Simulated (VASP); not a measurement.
An input for Quantum ESPRESSO's pw.x (written as the equivalent of a VASP run, and not itself run):

```
&CONTROL
  calculation = 'vc-relax'
  pseudo_dir = './pseudo'
  outdir = './out'
  tprnfor = .true.
  tstress = .true.
  nstep = 40
  forc_conv_thr = 0.00078
/
&SYSTEM
  ibrav = 0
  nat = 5
  ntyp = 3
  ecutwfc = 72
  occupations = 'smearing'
  smearing = 'methfessel-paxton'
  degauss = 0.00735
  input_dft = 'pbesol'
/
&ELECTRONS
  conv_thr = 7.3e-08
  electron_maxstep = 100
/
&IONS
/
&CELL
  press = 200
/
ATOMIC_SPECIES
  Cs 132.905 Cs.upf
  Sn 118.710 Sn.upf
  I 126.904 I.upf
CELL_PARAMETERS angstrom
     5.3415171    0.0000000    0.0000000
    -0.0000000    5.3415171   -0.0000000
    -0.0000000   -0.0000000    5.3415171
ATOMIC_POSITIONS crystal
  Cs   0.0000000  0.0000000  0.0000000
  Sn   0.5000000  0.5000000  0.5000000
  I    0.5000000  0.0000000  0.5000000
  I    0.0000000  0.5000000  0.5000000
  I    0.5000000  0.5000000  0.0000000
K_POINTS automatic
  6 6 6 0 0 0
```

Question: Write the VASP files for the same calculation (PBEsol).

Answer: One answer among several that fit: 
### INCAR
```
ALGO = Normal
EDIFF = 1E-6
EDIFFG = -0.02
ENCUT = 500
GGA = PS
IBRION = 2
ISIF = 3
ISMEAR = 1
LASPH = .TRUE.
LCHARG = .FALSE.
LMAXMIX = 4
LREAL = .FALSE.
LWAVE = .FALSE.
NELM = 100
NSW = 40
PREC = Accurate
PSTRESS = 200
SIGMA = 0.1
SYSTEM = CsSnI3
```

File KPOINTS:
```
Automatic mesh
0
Gamma
6 6 6
0 0 0
```

File POSCAR:
```
CsSnI3
1
    5.3415171299     0.0000000000     0.0000000000
   -0.0000000000     5.3415171299    -0.0000000000
   -0.0000000000    -0.0000000000     5.3415171299
Cs Sn I
1 1 3
Direct
  0.0000000000   0.0000000000   0.0000000000
  0.5000000000   0.5000000000   0.5000000000
  0.5000000000   0.0000000000   0.5000000000
  0.0000000000   0.5000000000   0.5000000000
  0.5000000000   0.5000000000   0.0000000000
```

POTCAR, in this order: Cs_sv Sn_d I (PBE.64 set). Program: vasp_std.

The two are equivalent in intent, not identical: the potentials are each code's own (VASP's PAW set, PseudoDojo norm-conserving files in pw.x), so ENCUT and ecutwfc are chosen apart and not converted; conv_thr bounds pw.x's estimated SCF error, while EDIFF bounds the energy change between steps; forc_conv_thr acts on force components and is met together with etot_conv_thr.

The compound is CsSnI3 in the cubic perovskite structure, the ideal cubic form; the compound distorts at low or room temperature. It was relaxed first under an external pressure of 20 GPa.
